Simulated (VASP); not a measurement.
Consider the following.

```xyz
3
Lattice="1.5155 -2.6249 0.0000 1.5155 2.6249 0.0000 0.0000 0.0000 3.2604" Properties=species:S:1:pos:R:3 pbc="T T T"
Ti     0.0000     0.0000     0.0000
B      1.5155     0.8750     1.6302
B      1.5155    -0.8750     1.6302
```

All values below come from PBE GGA, VASP's PBE PAW potentials (set 64) (plane waves; VASP). Settings: 600 eV cut-off, 10×10×10 Γ-centred mesh, first-order Methfessel-Paxton smearing of 0.10 eV, potentials Ti_sv B.

Give the stress tensor in GPa (positive for a compressed cell).

```
-0.78   0.00   0.00
 0.00  -0.78   0.00
 0.00   0.00  -4.47
```
The pressure is its mean diagonal, -2.01 GPa.

The compound is TiB2 in the AlB2 type structure. This cell was strained or had an atom moved on purpose.
